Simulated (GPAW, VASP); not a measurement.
VASP ran on this input.

**KPOINTS**
```
Automatic mesh
0
Gamma
 9 9 9
0 0 0
```

File POSCAR:
```
Ca(CuP)2
1.0
 -2.0032450000   2.0032450000   4.8364950000
  2.0032450000  -2.0032450000   4.8364950000
  2.0032450000   2.0032450000  -4.8364950000
Ca Cu P
1 2 2
Cart
  0.0000000000   0.0000000000   0.0000000000
 -0.0000000000   2.0032450000   2.4182475000
  2.0032450000   0.0000000000   2.4182475000
  0.0000000000  -0.0000000000   5.9854527522
  0.0000000000  -0.0000000000   3.6875372478
```

### INCAR
```
ALGO  =  Normal
EDIFF  =  1E-6
ENCUT  =  300
GGA  =  PS
ISIF  =  2
ISMEAR  =  0
LASPH  =  .TRUE.
LCHARG  =  .FALSE.
LMAXMIX  =  4
LREAL  =  .FALSE.
LWAVE  =  .FALSE.
NELM  =  100
PREC  =  Accurate
SIGMA  =  0.1
SYSTEM  =  Ca(CuP)2
```

POTCAR, in this order: Ca_sv Cu P (PBE.64 set). Program: vasp_std.

Question: Write an input for GPAW that does the same calculation.

Answer: One input that does it (PBEsol, GPAW PAW datasets PBEsol (made by gpaw-setup)):
```
from ase import Atoms
from ase.units import GPa
from gpaw import GPAW, PW

atoms = Atoms(['Ca', 'Cu', 'Cu', 'P', 'P'],
              cell=[[-2.003245, 2.003245, 4.836495],
                    [2.003245, -2.003245, 4.836495],
                    [2.003245, 2.003245, -4.836495]],
              scaled_positions=[[0.000000, 0.000000, 0.000000],
                                [0.750000, 0.250000, 0.500000],
                                [0.250000, 0.750000, 0.500000],
                                [0.618780, 0.618780, 0.000000],
                                [0.381220, 0.381220, 0.000000]],
              pbc=True)

calc = GPAW(mode=PW(800),
            xc='PBEsol',
            kpts=(9, 9, 9),
            occupations={'name': 'methfessel-paxton', 'width': 0.1, 'order': 0},
            nbands=-9,
            convergence={'density': 1e-05},
            symmetry={'symmorphic': False, 'tolerance': 0.0005},
            maxiter=150,
            txt='-')

atoms.calc = calc

energy = atoms.get_potential_energy()
print('Energy (eV):', round(energy, 6))
forces = atoms.get_forces()
print('Forces (eV/Ang):')
print(forces.round(5))
stress = atoms.get_stress()
print('Stress (GPa, Voigt):', (stress / GPa).round(4))
```
The two runs describe the same crystal, functional and task. Each code takes its own potentials, basis and convergence tests.

The structure comes from a computed database's CaCu2P2 entry (I4/mmm); how it stands against other phases isn't given here. The cell was not relaxed at this level, and it may have been scaled.
